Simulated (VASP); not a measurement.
Method: PBE GGA, VASP's PBE PAW potentials (set 64) (plane waves; VASP).

Input for VASP

**KPOINTS**
```
Automatic mesh
0
Gamma
10 10 10
0 0 0
```

POSCAR:
```
Ge
1.0
  0.0000000000   2.8918488805   2.8918488805
  2.8918488805   0.0000000000   2.8918488805
  2.8918488805   2.8918488805   0.0000000000
Ge
2
direct
  0.0000000000   0.0000000000   0.0000000000
  0.2500000000   0.2500000000   0.2500000000
```

**INCAR**
```
! general
SYSTEM  = Ge
PREC    = Accurate
ENCUT   = 480
LREAL   = .FALSE.
LASPH   = .TRUE.

! electronic loop
EDIFF   = 1E-6
NELM    = 100
ALGO    = Normal
LMAXMIX = 4

! smearing
ISMEAR  = 1
SIGMA   = 0.1

! functional
GGA     = PE

! ions
IBRION  = 2
NSW     = 60
ISIF    = 3
EDIFFG  = -0.01

! output
LWAVE   = .FALSE.
LCHARG  = .FALSE.
```

POTCAR, in this order: Ge (PBE.64 set). Program: vasp_std.

Problem. What does the run give for the energy per atom (σ→0), band gap (on the k-mesh)?

Solution. 
```yaml
energy per atom (σ→0): -4493 meV/atom
band gap (on the k-mesh): none (metal, semimetal or under 0.01 eV)
```

**OSZICAR**
```
...
DAV:   5    -0.905397981599E+01   -0.87881E-06   -0.87905E-06   904   0.146E-02    0.282E+00
DAV:   6    -0.900734707227E+01    0.46633E-01   -0.25033E-02   880   0.946E-01    0.173E+00
DAV:   7    -0.898483387622E+01    0.22513E-01   -0.54408E-02   896   0.147E+00    0.108E-01
DAV:   8    -0.898594111952E+01   -0.11072E-02   -0.14883E-03   824   0.241E-01    0.270E-02
DAV:   9    -0.898610233618E+01   -0.16122E-03   -0.17323E-04  1048   0.935E-02    0.161E-02
DAV:  10    -0.898611003736E+01   -0.77012E-05   -0.29019E-05   792   0.401E-02    0.557E-03
DAV:  11    -0.898611030863E+01   -0.27127E-06   -0.43386E-07   864   0.449E-03
   1 F= -.89861103E+01 E0= -.89861409E+01  d E =-.898611E+01
```

The compound is Ge in the diamond structure. It was relaxed first, which changed the volume by +7 %. The start is the result of an earlier pass.
